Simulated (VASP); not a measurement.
All values below come from r2SCAN meta-GGA, VASP's PBE PAW potentials (set 64) (plane waves; VASP 6.6.1).

Input for VASP

**INCAR**
```
! general
SYSTEM  = Ti
PREC    = Accurate
ENCUT   = 400
LREAL   = .False.
LASPH   = .True.

! electronic loop
EDIFF   = 1E-6
NELM    = 100
ALGO    = Normal
LMAXMIX = 4
LMIXTAU = .True.

! smearing
ISMEAR  = 1
SIGMA   = 0.1

! functional
METAGGA = R2SCAN

! ions
IBRION  = 2
NSW     = 60
ISIF    = 3
EDIFFG  = -0.01

! output
LWAVE   = .False.
LCHARG  = .False.
```

File POSCAR:
```
Ti
1.0
 -1.6256199913   1.6256199913   1.6256199913
  1.6256199913  -1.6256199913   1.6256199913
  1.6256199913   1.6256199913  -1.6256199913
Ti
1
Direct
  0.0000000000   0.0000000000   0.0000000000
```

File KPOINTS:
```
K-points
0
Gamma
  14 14 14
```

POTCAR, in this order: Ti_sv (PBE.64 set). Program: vasp_std.

The resulting files:

**OSZICAR**
```
       N       E                     dE             d eps       ncg     rms          rms(c)
DAV:   1     0.625970556194E+02    0.62597E+02   -0.61802E+03  2090   0.125E+03
DAV:   2    -0.132343915176E+02   -0.75831E+02   -0.74750E+02  2140   0.298E+02
DAV:   3    -0.170086779473E+02   -0.37743E+01   -0.37218E+01  2712   0.707E+01
DAV:   4    -0.171285554681E+02   -0.11988E+00   -0.11960E+00  2538   0.105E+01
DAV:   5    -0.171320251394E+02   -0.34697E-02   -0.34685E-02  2614   0.149E+00    0.101E+01
DAV:   6    -0.126622150164E+02    0.44698E+01   -0.12032E+01  2530   0.522E+01    0.121E+00
DAV:   7    -0.130058037359E+02   -0.34359E+00   -0.21357E+00  2470   0.164E+01    0.215E+00
DAV:   8    -0.130801668327E+02   -0.74363E-01   -0.42427E-02  2238   0.237E+00    0.249E+00
DAV:   9    -0.128118268055E+02    0.26834E+00   -0.95797E-01  2560   0.144E+01    0.984E-01
DAV:  10    -0.128036946472E+02    0.81322E-02   -0.79443E-02  2148   0.447E+00    0.223E-01
DAV:  11    -0.128065810677E+02   -0.28864E-02   -0.56116E-03  2424   0.978E-01    0.978E-02
DAV:  12    -0.128055022592E+02    0.10788E-02   -0.12303E-03  2102   0.510E-01    0.631E-02
DAV:  13    -0.128058408592E+02   -0.33860E-03   -0.42140E-04  3072   0.169E-01    0.245E-02
DAV:  14    -0.128058317034E+02    0.91558E-05   -0.35382E-05  2222   0.822E-02    0.230E-02
DAV:  15    -0.128058285420E+02    0.31615E-05   -0.47609E-06  2118   0.385E-02    0.195E-02
DAV:  16    -0.128058150816E+02    0.13460E-04   -0.17402E-05  2234   0.527E-02    0.371E-03
DAV:  17    -0.128058128457E+02    0.22360E-05   -0.16189E-06  1952   0.126E-02    0.149E-03
DAV:  18    -0.128058127936E+02    0.52014E-07   -0.40167E-07  1062   0.727E-03
   1 F= -.12805813E+02 E0= -.12805829E+02  d E =-.128058E+02
```

File OUTCAR:
```
------------------------ aborting loop because EDIFF is reached ----------------------------------------
  FORCE on cell =-STRESS in cart. coord.  units (eV):
  Direction    XX          YY          ZZ          XY          YZ          ZX
  --------------------------------------------------------------------------------------
  Total       -0.0089191     -0.0089191     -0.0089191     -0.0000000     -0.0000000      0.0000000
  in kB       -0.8315989     -0.8315989     -0.8315989     -0.0000000     -0.0000000      0.0000000
  external PRESSURE =      -0.8315989 kB  Pullay stress =       0.0000000 kB
  volume of cell :       17.18
      direct lattice vectors                 reciprocal lattice vectors
    -1.625619991  1.625619991  1.625619991     0.000000000  0.307574958  0.307574958
     1.625619991 -1.625619991  1.625619991     0.307574958  0.000000000  0.307574958
     1.625619991  1.625619991 -1.625619991     0.307574958  0.307574958  0.000000000
 POSITION                                       TOTAL-FORCE (eV/Angst)
 -----------------------------------------------------------------------------------
      0.00000      0.00000      0.00000        -0.000000      0.000000      0.000000
 -----------------------------------------------------------------------------------
    total drift:                                0.000000      0.000000      0.000000
  FREE ENERGIE OF THE ION-ELECTRON SYSTEM (eV)
  ---------------------------------------------------
  free  energy   TOTEN  =       -12.8058127936 eV

  energy  without entropy=      -12.8058601366  energy(sigma->0) =      -12.80582857

 reached required accuracy - stopping structural energy minimisation
```
(Selected blocks of OUTCAR.)

The structure was generated: Ti was put into the bcc type (Im-3m), which need not be its known phase. It was relaxed first. The start is the result of an earlier pass.
